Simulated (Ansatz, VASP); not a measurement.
# One calculation of BeCdRe, two programs

```
CELL_PARAMETERS angstrom
3.69152 0.00000 0.00000
0.00000 3.69152 0.00000
0.00000 0.00000 6.75863
ATOMIC_POSITIONS crystal
Be 0.50000 0.00000 0.24105
Be 0.00000 0.50000 0.75895
Cd 0.50000 0.00000 0.63130
Cd 0.00000 0.50000 0.36870
Re 0.00000 0.00000 0.00000
Re 0.50000 0.50000 0.00000
```

Alike in both runs: functional PBE; k mesh 6 × 6 × 4; occupations gaussian, width 0.1 eV; no spin polarisation.

Ansatz relaxed the structure, and its values are those at the end. VASP's run is a single point on that final structure, the one shown.

```csv
,VASP,Ansatz
version,VASP 6.6.1,Ansatz 0.2.0
potentials or method,"VASP PAW PBE potentials, release 64 (Be, Cd, Re)","scalar-relativistic, plane waves, PAW"
plane-wave cutoff (eV),520,420
valence electrons in the cell,42,74
```

|  | VASP | Ansatz | Ansatz less VASP |
| --- | --- | --- | --- |
| gap on the k mesh at the Fermi level (eV) | none | none | - |
| pressure (GPa) | 0.3 | 0.2 | -0.13 |
| rms of the force components (eV/Å) | 0.007 | 0.005 | -0.0017 |

A gap of «none» marks a metal or a gap that the smearing closes. With one functional, cell and mesh, what is left measures potentials, basis and numerics. The two sets of potentials don't hold the same shells in valence.

Spin-orbit coupling is left out, which matters for the levels of Re.
